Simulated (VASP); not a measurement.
Given:

```yaml
crystal:
  lattice:
    - [3.81837, -2.15435, 0.00281]
    - [3.81837, 2.15435, 0.00281]
    - [-0.08933, 0.00000, 5.96459]
  atoms:
    - { symbol: Te, position: [0.68994, 0.68994, 0.66176] }
    - { symbol: Te, position: [0.31006, 0.31006, 0.33824] }
    - { symbol: Te, position: [0.00000, 0.00000, 0.00000] }
```

Computed with r2SCAN meta-GGA, VASP's PBE PAW potentials (set 64) (plane waves; VASP). Settings: 400 eV cut-off, 7×7×5 Γ-centred mesh, first-order Methfessel-Paxton smearing of 0.10 eV, potentials Te.

Unless said otherwise, spin-orbit coupling is left out, though it shifts the bands of the heavy elements here.

Q: Estimate the energy per atom (σ→0), band gap (on the k-mesh) with the smallest direct gap where there is one.

A: 
* **band gap (on the k-mesh)**: none (metal, semimetal or under 0.01 eV)
* **energy per atom (σ→0)**: -25.340 eV/atom

Total energies compare only between runs with the same potentials, cut-off and functional.

The structure comes from a computed database's Te entry (C2/m); how it stands against other phases isn't given here. It was relaxed first. The start is the result of an earlier pass.
